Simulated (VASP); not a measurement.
## TiTe2: single point with PBE

The system is TiTe2.

```xyz
3
Lattice="3.6084 0.0000 0.0000 -1.8042 3.1249 0.0000 0.0000 0.0000 6.2027" Properties=species:S:1:pos:R:3 pbc="T T T"
Ti    0.0000    0.0000    0.0000
Te    0.0000    2.0833    1.7379
Te    1.8042    1.0416    4.4648
```

The cell was built by a generator and needn't be a form met in nature.

The cell isn't the ideal one: cell and atoms relaxed at 8 GPa.

```json
{"Program": "VASP 6.6.1", "Task": "single point", "Functional": "PBE", "Potentials or basis": "VASP PAW PBE potentials, release 64 (Ti_sv, Te)", "Cutoff": "520 eV", "k mesh": "12 × 12 × 8", "Occupations": "gaussian, width 0.03 eV", "Spin": "no spin polarisation"}
```

```json
{"Pressure": "8.0 GPa", "Largest force": "0.011 eV/Å", "Band gap on the k mesh": "none (metal or under the smearing width)"}
```

Forces on the atoms (eV/Å):
```
Ti   0.000  0.000  0.000
Te   0.000  0.000  0.011
Te   0.000  0.000 -0.011
```

Levels at points of the mesh, in eV from the Fermi level:
| k point | band 9 | band 10 | band 11 | band 12 | band 13 | band 14 | band 15 | band 16 |
| --- | --- | --- | --- | --- | --- | --- | --- | --- |
| (0.00, 0.00, 0.00) | -1.57 | 0.15 | 0.51 | 0.51 | 1.03 | 1.54 | 1.54 | 3.16 |
| (0.50, 0.00, 0.00) | -3.17 | -2.67 | -1.70 | -1.29 | -0.10 | 1.46 | 1.83 | 2.52 |
| (0.00, 0.00, 0.50) | -1.44 | -1.44 | 0.49 | 0.49 | 0.92 | 0.92 | 1.26 | 3.95 |
| (0.50, 0.00, 0.50) | -2.78 | -2.22 | -0.80 | -0.53 | -0.28 | 1.46 | 1.85 | 2.57 |

It took 2.7 min on 1 thread of Intel(R) Xeon(R) 6975P-C (Granite Rapids), with other jobs on the host, peak memory 0.31 GiB.

The run has no spin-orbit coupling, so splittings on Te are missing.
